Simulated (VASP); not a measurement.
## Mg2Br3: single point with PBE

Mg2Br3:

```
CELL_PARAMETERS angstrom
5.40228 0.00000 0.00000
0.00000 5.40228 0.00000
0.00000 0.00000 5.40228
ATOMIC_POSITIONS crystal
Mg 0.00000 0.00000 0.00000
Mg 0.50000 0.50000 0.50000
Br 0.00000 0.50000 0.50000
Br 0.50000 0.00000 0.50000
Br 0.50000 0.50000 0.00000
```

The cell was built by a generator and needn't be a form met in nature.

The cell isn't the ideal one: random cell by space group and Wyckoff sites (Pm-3m, No. 221).

* Program: VASP 6.6.1
* Task: single point
* Functional: PBE
* Potentials or basis: VASP PAW PBE potentials, release 64 (Mg, Br)
* Cutoff: 520 eV
* k mesh: 4 × 4 × 4
* Occupations: gaussian, width 0.1 eV
* Spin: no spin polarisation
* Dipole correction: no
* Further INCAR settings: ALGO = Normal; EDIFF = 1e-06; NBANDS = 20

```
Pressure               : -1.9 GPa
Band gap on the k mesh : none (metal or under the smearing width)
```

Levels at points of the mesh, in eV from the Fermi level:
```
           k point  band 8  band 9  band 10  band 11  band 12  band 13  band 14  band 15  band 16  band 17
(0.00, 0.00, 0.00)   -2.56   -2.56    -2.38    -2.38    -2.38    -1.09     0.75     4.81     4.81     4.91
(0.50, 0.00, 0.00)   -3.02   -3.02    -2.77    -2.42    -2.42     0.35     2.37     2.89     4.03     4.03
(0.50, 0.50, 0.00)   -3.18   -2.96    -2.96    -2.91    -1.85     0.28     3.28     3.60     3.60     4.75
(0.50, 0.50, 0.50)   -2.89   -2.89    -1.83    -1.83    -1.83    -0.76     3.87     3.87     3.87     4.65
```

Wall time 24 s on 1 thread of Intel(R) Xeon(R) Platinum 8259CL CPU @ 2.50GHz (Skylake/Cascade Lake) (shared host), peak memory 0.24 GiB.

Caveat: an odd number of electrons without spin polarisation forces a metal; a magnetic or distorted state may lie lower.
